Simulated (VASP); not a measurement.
Input:

```yaml
crystal:
  lattice:
    - [3.46600, 0.00000, 0.00000]
    - [0.00000, 3.46600, 0.00000]
    - [0.00000, 0.00000, 11.07181]
  atoms:
    - { symbol: Ge, position: [0.00000, 0.00000, 0.50000] }
    - { symbol: Ge, position: [0.50000, 0.50000, 0.00000] }
    - { symbol: S, position: [0.00000, 0.50000, 0.87197] }
    - { symbol: S, position: [0.00000, 0.50000, 0.37197] }
    - { symbol: S, position: [0.50000, 0.00000, 0.62803] }
    - { symbol: S, position: [0.50000, 0.00000, 0.12803] }
```

Calculation: PBEsol GGA, VASP's PBE PAW potentials (set 64) (plane waves; VASP). Numerical set-up: 400 eV cut-off, Gaussian smearing of 0.050 eV, potentials Ge_d S.

Without a dispersion term in the relaxation, distances and binding between the weakly bound layers, chains or molecules are unreliable, and so is what depends on them.

Problem. Give the energies of bands 17 to 30 at the high-symmetry points, in eV from the valence-band maximum.

Solution. 
| band | Γ | X | M | Z | R | A |
|---|---|---|---|---|---|---|
| 17 | -3.23 | -4.73 | -5.38 | -3.21 | -4.87 | -5.38 |
| 18 | -3.23 | -4.73 | -5.38 | -3.21 | -4.87 | -5.38 |
| 19 | -3.08 | -3.50 | -3.54 | -3.08 | -3.09 | -3.40 |
| 20 | -3.05 | -3.50 | -3.54 | -3.08 | -3.09 | -3.40 |
| 21 | -3.05 | -2.60 | -3.26 | -2.15 | -2.60 | -3.40 |
| 22 | -1.16 | -2.60 | -3.26 | -2.15 | -2.60 | -3.40 |
| 23 | -0.67 | -1.77 | -3.10 | -0.59 | -2.15 | -3.06 |
| 24 | -0.67 | -1.77 | -3.10 | -0.59 | -2.15 | -3.06 |
| 25 | -0.23 | -0.03 | -1.91 | -0.32 | -0.03 | -1.99 |
| 26 | -0.23 | -0.03 | -1.91 | -0.32 | -0.03 | -1.99 |
| 27 | 1.07 | 1.63 | 1.82 | 1.72 | 1.81 | 1.94 |
| 28 | 1.75 | 1.63 | 1.82 | 1.72 | 1.81 | 1.94 |
| 29 | 2.10 | 4.30 | 2.43 | 1.92 | 4.34 | 3.05 |
| 30 | 2.13 | 4.30 | 2.43 | 1.92 | 4.34 | 3.05 |

The gap is indirect, 1.08 eV, from the valence maximum at Z-R at 0.89 to the conduction minimum at Γ.

The structure comes from a computed database's GeS2 entry (P4_2/nmc); how it stands against other phases isn't given here. It was relaxed first.
